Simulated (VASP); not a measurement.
# TiMnF3 (Pm-3m) in VASP: single point with r2SCAN

Aim: the single point of TiMnF3 with r2SCAN.

All numbers are computed with VASP 6.6.1; they aren't measurements. Logs are shortened: lines on timing, memory, paths and dates and some standing lists are left out, and cuts for length are marked.

### 1 The crystal as given

The structure is cubic, space group Pm-3m (No. 221). Conventional cell: a = 4.149 Å, b = 4.149 Å, c = 4.149 Å, α = 90.00°, β = 90.00°, γ = 90.00°. Ti (site symmetry m-3m) has 6 F at 2.07 Å as nearest neighbours. Mn (site symmetry m-3m) is surrounded by 12 F at 2.93 Å. F (site symmetry 4/mmm) is surrounded by 2 Ti at 2.07 Å.

The cell was built by a generator and needn't be a form met in nature.

### 2 Single point, r2SCAN, collinear spin, typed start

POSCAR

```
TiMnF3
1.0
    4.1494655987      0.0000000000      0.0000000000
    0.0000000000      4.1494655987      0.0000000000
    0.0000000000      0.0000000000      4.1494655987
Ti Mn F
1 1 3
Direct
    0.5000000000      0.5000000000      0.5000000000
    0.0000000000      0.0000000000      0.0000000000
    0.5000000000      0.5000000000      0.0000000000
    0.0000000000      0.5000000000      0.5000000000
    0.5000000000      0.0000000000      0.5000000000
```

INCAR.step1

```
PREC = Accurate ; ENCUT = 520
ISMEAR = 0 ; SIGMA = 0.01
LREAL = F ; LASPH = T
NELM = 150 ; ISPIN = 2
MAGMOM = 1 -4.5 0 0 0 ; LMAXMIX = 4
NBANDS = 35 ; GGA = PE
ALGO = Normal ; EDIFF = 1E-4
LWAVE = T ; LCHARG = F
```

INCAR.step2

```
PREC = Accurate ; ENCUT = 520
EDIFF = 1E-7 ; ISMEAR = 0
SIGMA = 0.01 ; LREAL = F
LASPH = T ; NELM = 150
ALGO = Normal ; ISIF = 2
LWAVE = F ; LCHARG = T
ISPIN = 2 ; MAGMOM = 1 -4.5 0 0 0
LORBIT = 11 ; LMAXMIX = 4
METAGGA = R2SCAN ; LMIXTAU = T
LELF = T ; LVHAR = T
NBANDS = 35 ; ISTART = 1
```

KPOINTS

```
Automatic mesh
0
Gamma
  5 5 5
```

Potentials or basis: VASP PAW PBE potentials, release 64 (Ti_sv, Mn_pv, F).

Command:

```console
$ cat potpaw_PBE.64/Ti_sv/POTCAR potpaw_PBE.64/Mn_pv/POTCAR potpaw_PBE.64/F/POTCAR > POTCAR
$ cp INCAR.step1 INCAR
$ mpirun -np 1 vasp_std > vasp.out
$ cp INCAR.step2 INCAR
$ mpirun -np 1 vasp_std > vasp.out
```

OUTCAR:

```text
PREC = Accurate
   ENCUT = 520
   EDIFF = 1E-7
   ISMEAR = 0
   LREAL = F
   LASPH = T
   NELM = 150
   ISIF = 2
   ISPIN = 2
   LORBIT = 11
   METAGGA = R2SCAN
   ISTART = 1

 ion  position               nearest neighbor table
   1  0.500  0.500  0.500-   3 2.07   4 2.07   5 2.07   3 2.07   5 2.07   4 2.07
   2  0.000  0.000  0.000-
   3  0.500  0.500  0.000-   1 2.07   1 2.07
   4  0.000  0.500  0.500-   1 2.07   1 2.07
   5  0.500  0.000  0.500-   1 2.07   1 2.07

  LATTYP: Found a simple cubic cell.
 ALAT       =     4.1494655987

  Lattice vectors:

 A1 = (   4.1494655987,   0.0000000000,   0.0000000000)
 A2 = (   0.0000000000,   4.1494655987,   0.0000000000)
 A3 = (   0.0000000000,   0.0000000000,   4.1494655987)

Analysis of symmetry for initial positions (statically):
=====================================================================
 Subroutine PRICEL returns:
 Original cell was already a primitive cell.

 Routine SETGRP: Setting up the symmetry group for a
 simple cubic supercell.

 Subroutine GETGRP returns: Found 48 space group operations
 (whereof 48 operations were pure point group operations)
 out of a pool of 48 trial point group operations.

The static configuration has the point symmetry O_h .

Analysis of symmetry for dynamics (positions and initial velocities):
=====================================================================
 Subroutine PRICEL returns:
 Original cell was already a primitive cell.

 Routine SETGRP: Setting up the symmetry group for a
 simple cubic supercell.

 Subroutine GETGRP returns: Found 48 space group operations
 (whereof 48 operations were pure point group operations)
 out of a pool of 48 trial point group operations.

The dynamic configuration has the point symmetry O_h .

Analysis of structural, dynamic, and magnetic symmetry:
=====================================================================
 Subroutine PRICEL returns:
 Original cell was already a primitive cell.

 Routine SETGRP: Setting up the symmetry group for a
 simple cubic supercell.

 Subroutine GETGRP returns: Found 48 space group operations
 (whereof 48 operations were pure point group operations)
 out of a pool of 48 trial point group operations.

The overall configuration has the point symmetry O_h .

 Subroutine INISYM returns: Found 48 space group operations
 (whereof 48 operations are pure point group operations),
 and found     1 'primitive' translations

----------------------------------------------------------------------------------------

                                     Primitive cell

  volume of cell :      71.4458

  direct lattice vectors                    reciprocal lattice vectors
     4.149465599  0.000000000  0.000000000     0.240994889  0.000000000  0.000000000
     0.000000000  4.149465599  0.000000000     0.000000000  0.240994889  0.000000000
     0.000000000  0.000000000  4.149465599     0.000000000  0.000000000  0.240994889

  length of vectors
     4.149465599  4.149465599  4.149465599     0.240994889  0.240994889  0.240994889

  position of ions in fractional coordinates (direct lattice)
     0.500000000  0.500000000  0.500000000
     0.000000000  0.000000000  0.000000000
     0.500000000  0.500000000  0.000000000
     0.000000000  0.500000000  0.500000000
     0.500000000  0.000000000  0.500000000

  ion indices of the primitive-cell ions
   primitive index   ion index
                 1           1
                 2           2
                 3           3
                 4           4
                 5           5

----------------------------------------------------------------------------------------

 KPOINTS: Automatic mesh

Automatic generation of k-mesh.
 Grid dimensions read from file:
 generate k-points for:    5    5    5

 Generating k-lattice:

  Cartesian coordinates                     Fractional coordinates (reciprocal lattice)
     0.048198978  0.000000000  0.000000000     0.200000000  0.000000000  0.000000000
     0.000000000  0.048198978  0.000000000     0.000000000  0.200000000  0.000000000
     0.000000000  0.000000000  0.048198978     0.000000000  0.000000000  0.200000000

  Length of vectors
     0.048198978  0.048198978  0.048198978

  Shift w.r.t. Gamma in fractional coordinates (k-lattice)
     0.000000000  0.000000000  0.000000000

 Subroutine IBZKPT returns following result:
 ===========================================

 Found     10 irreducible k-points:

 Following reciprocal coordinates:
            Coordinates               Weight
  0.000000  0.000000  0.000000      1.000000
  0.200000  0.000000  0.000000      6.000000
  0.400000  0.000000  0.000000      6.000000
  0.200000  0.200000  0.000000     12.000000
  0.400000  0.200000  0.000000     24.000000
  0.400000  0.400000  0.000000     12.000000
  0.200000  0.200000  0.200000      8.000000
  0.400000  0.200000  0.200000     24.000000
  0.400000  0.400000  0.200000     24.000000
  0.400000  0.400000  0.400000      8.000000
   k-points           NKPTS =     10   k-points in BZ     NKDIM =     10   number of bands    NBANDS=     35
   number of dos      NEDOS =    301   number of ions     NIONS =      5
   total plane-waves  NPLWV =  32768
   dimension x,y,z NGX =    32 NGY =   32 NGZ =   32
   dimension x,y,z NGXF=    64 NGYF=   64 NGZF=   64
   ions per type =               1   1   3
   NGX,Y,Z   is equivalent  to a cutoff of  12.82, 12.82, 12.82 a.u.
   NGXF,Y,Z  is equivalent  to a cutoff of  25.64, 25.64, 25.64 a.u.
 SYSTEM =  unknown system
   PREC   = accura    normal or accurate (medium, high low for compatibility)
   ISTART =      1    job   : 0-new  1-cont  2-samecut
   ICHARG =      0    charge: 1-file 2-atom 10-const
   ISPIN  =      2    spin polarized calculation?
   LNONCOLLINEAR =      F non collinear calculations
   LSORBIT =      F    spin-orbit coupling
   LASPH  =      T    aspherical Exc in radial PAW
   ENCUT  =  520.0 eV  38.22 Ry    6.18 a.u.   7.72  7.72  7.72*2*pi/ulx,y,z
   NELM   =    150;   NELMIN=  2; NELMDL=  0     # of ELM steps
   EDIFF  = 0.1E-06   stopping-criterion for ELM
   LREAL  =      F    real-space projection
   EDIFFG = 0.1E-05   stopping-criterion for IOM
   NSW    =      0    number of steps for IOM
   IBRION =     -1    ionic relax: 0-MD 1-quasi-New 2-CG
   NFREE  =      0    steps in history (QN), initial steepest desc. (CG)
   ISIF   =      2    stress and relaxation
   ISYM   =      2    0-nonsym 1-usesym 2-fastsym
   POTIM  = 0.5000    time-step for ionic-motion
   TEBEG  =    0.0;   TEEND  =   0.0 temperature during run
   PSTRESS=    0.0 pullay stress
   NELECT =      46.0000    total number of electrons
   NUPDOWN=      -1.0000    fix difference up-down
   EMIN   =  10.00;   EMAX   =-10.00  energy-range for DOS
   EFERMI =   0.00;   METHOD = LEGACY
   ISMEAR =     0;   SIGMA  =   0.01  broadening in eV -4-tet -1-fermi 0-gaus
   EFERMI_NEDOS =   21; number of points for ismear=-14 and -15
   IALGO  =     38    algorithm
   IMIX   =      4    mixing-type and parameters
     AMIX     =   0.40;   BMIX     =  1.00
     AMIX_MAG =   1.60;   BMIX_MAG =  1.00
  volume/ion in A,a.u.               =      14.29        96.43
  Fermi-wavevector in a.u.,A,eV,Ry     =   1.413628  2.671370 27.189139  1.998345
  Thomas-Fermi vector in A             =   2.535254
   LORBIT       =     11    0 simple, 1 ext, 2 COOP (PROOUT), +10 PAW based schemes
   METAGGA = R2SCAN    functional components
   LHFCALC =     F    Hartree Fock is set to
   AEXX    =    0.0000 exact exchange contribution
   IVDW    =     0    specifies the selected vdW correction
   LEPSILON=     F    determine dielectric tensor
   LRPA    =     F    only Hartree local field effects (RPA)
 spin polarized calculation
 Gauss-broadening in eV      SIGMA  =   0.01
  energy-cutoff  :      520.00
  volume of cell :       71.45
 maximum number of plane-waves:      1937
 NGX is ok and might be reduce to    32
   NGX = 15   NGY = 15   NGZ = 15

 number of electron      45.9999976 magnetization      -3.9999989

 Free energy of the ion-electron system (eV)
  ---------------------------------------------------
  ext. energy  EPLUGINS =         0.00000000
  ---------------------------------------------------
  free energy    TOTEN  =       -48.27198663 eV

  energy without entropy =      -48.27079255  energy(sigma->0) =      -48.27138959

 E-fermi :   5.5750     XC(G=0): -10.4650

 val. band max:        5.5709587243   @ k =   0.4000   0.2000   0.2000
 cond. band min:       5.5758765946   @ k =   0.4000   0.4000   0.2000
 fundamental gap:      0.0049178703
 Fermi energy:         5.5750472055

 spin component 1

 k-point     1 :       0.0000    0.0000    0.0000
  band No.  band energies     occupation
      1     -55.2328      1.00000
      2     -43.0152      1.00000
      3     -43.0152      1.00000
      4     -43.0152      1.00000
      5     -30.5488      1.00000
      6     -30.5487      1.00000
[... 369 lines left out ...]
     34      14.1875      0.00000
     35      14.1875      0.00000
 Fermi energy:         5.5750472055

 spin component 2

 k-point     1 :       0.0000    0.0000    0.0000
  band No.  band energies     occupation
      1     -53.4234      1.00000
      2     -49.5115      1.00000
      3     -49.5115      1.00000
      4     -49.5115      1.00000
      5     -28.7296      1.00000
      6     -28.7296      1.00000
[... 369 lines left out ...]
     34      13.9073      0.00000
     35      13.9073      0.00000

------------------------ aborting loop because EDIFF is reached ----------------------------------------

  FORCE on cell =-STRESS in cart. coord.  units (eV):
  Direction    XX          YY          ZZ          XY          YZ          ZX
  --------------------------------------------------------------------------------------
  -------------------------------------------------------------------------------------
  Total        0.1662652      0.1662652      0.1662652      0.0000000      0.0000000      0.0000000
  in kB        3.7285114      3.7285114      3.7285114      0.0000000      0.0000000      0.0000000
  external PRESSURE =       3.7285114 kB  Pullay stress =       0.0000000 kB

 VOLUME and BASIS-vectors are now :
 -----------------------------------------------------------------------------
  energy-cutoff  :      520.00
  volume of cell :       71.45
      direct lattice vectors                 reciprocal lattice vectors
     4.149465599  0.000000000  0.000000000     0.240994889  0.000000000  0.000000000
     0.000000000  4.149465599  0.000000000     0.000000000  0.240994889  0.000000000
     0.000000000  0.000000000  4.149465599     0.000000000  0.000000000  0.240994889

 POSITION                                       TOTAL-FORCE (eV/Angst)
 -----------------------------------------------------------------------------------
      2.07473      2.07473      2.07473         0.000000      0.000000      0.000000
      0.00000      0.00000      0.00000         0.000000      0.000000      0.000000
      2.07473      2.07473      0.00000         0.000000      0.000000      0.000000
      0.00000      2.07473      2.07473         0.000000      0.000000      0.000000
      2.07473      0.00000      2.07473         0.000000      0.000000      0.000000
 -----------------------------------------------------------------------------------
    total drift:                                0.000000     -0.000000     -0.000000

  FREE ENERGIE OF THE ION-ELECTRON SYSTEM (eV)
  ---------------------------------------------------
  free  energy   TOTEN  =       -48.2719866316 eV

  energy  without entropy=      -48.2707925479  energy(sigma->0) =      -48.27138959

 total charge

# of ion       s       p       d       tot
------------------------------------------
    1        2.109   6.094   1.906  10.108
    2        0.425   6.005   4.767  11.197
    3        1.744   4.382   0.000   6.127
    4        1.744   4.382   0.000   6.127
    5        1.744   4.382   0.000   6.127
--------------------------------------------------
tot          7.767  25.245   6.673  39.685

 magnetization (x)

# of ion       s       p       d       tot
------------------------------------------
    1        0.012   0.009   1.441   1.462
    2       -0.322  -0.006  -4.545  -4.872
    3       -0.004  -0.047   0.000  -0.050
    4       -0.004  -0.047   0.000  -0.050
    5       -0.004  -0.047   0.000  -0.050
--------------------------------------------------
tot         -0.320  -0.138  -3.104  -3.562
```

It took 3.7 min on 1 thread of Intel Xeon Platinum 8259CL at 2.50GHz (Skylake/Cascade Lake), shared host; peak memory 0.24 GiB.

What came out:

* Free energy: -48.2720 eV
* Pressure: 0.4 GPa
* Band gap on the k mesh: none (metal or under the smearing width)
* Net moment: -4.00 μB per cell
* Site moments: Ti +1.46; Mn -4.87; F -0.05 μB
* Valence electrons inside the program's atomic spheres: Ti 10.11; Mn 11.20; F 6.13

Caveat: the PAW data sets were made with another functional, which shifts forces and pressure a little; a cell with one magnetic atom can't hold antiferromagnetic order, which such compounds often take; semilocal functionals often make such compounds metallic where correlation or magnetic order opens a gap, which also shifts bond lengths. With open d or f shells a metallic result of r2SCAN can be an artefact of self-interaction; +U or a hybrid may open a gap.
